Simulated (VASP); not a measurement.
A run of VASP 6.6.1:

Contents of INCAR:

```
SYSTEM = LiSiP
PREC = Accurate
ENCUT = 520
EDIFF = 1E-7
ISMEAR = -1
SIGMA = 0.05
LREAL = .False.
LASPH = .True.
NELM = 100
ALGO = Normal
ISIF = 2
LWAVE = .False.
LCHARG = .False.
GGA = PE
NBANDS = 13
```

KPOINTS

```
Automatic mesh
0
Gamma
  9 9 5
  0 0 0
```

POSCAR

```
LiSiP
1.0
    2.0288322600     -2.1599019800      0.0000000000
    2.0288322600      2.1599019800      0.0000000000
    0.0000000000      0.0000000000      5.4450453500
Li Si P
1 1 1
Direct
    0.5000000000      0.5000000000      0.5000000000
    0.5000000000      0.5000000000      0.0000000000
    0.0000000000      0.0000000000      0.0000000000
```

Potentials or basis: VASP PAW PBE potentials, release 64 (Li_sv, Si, P).

Command:

```bash
$ cat potpaw_PBE.64/Li_sv/POTCAR potpaw_PBE.64/Si/POTCAR potpaw_PBE.64/P/POTCAR > POTCAR
$ mpirun -np 1 vasp_std > vasp.out
```

Hardware: 1 thread of AMD EPYC 9R14 (Zen 4) (shared host).

Estimate the wall time of this run.

Wall time 24 s on 1 thread of AMD EPYC 9R14 (Zen 4) (shared host), peak memory 0.15 GiB. Counts: scf iterations 13, k points 75.
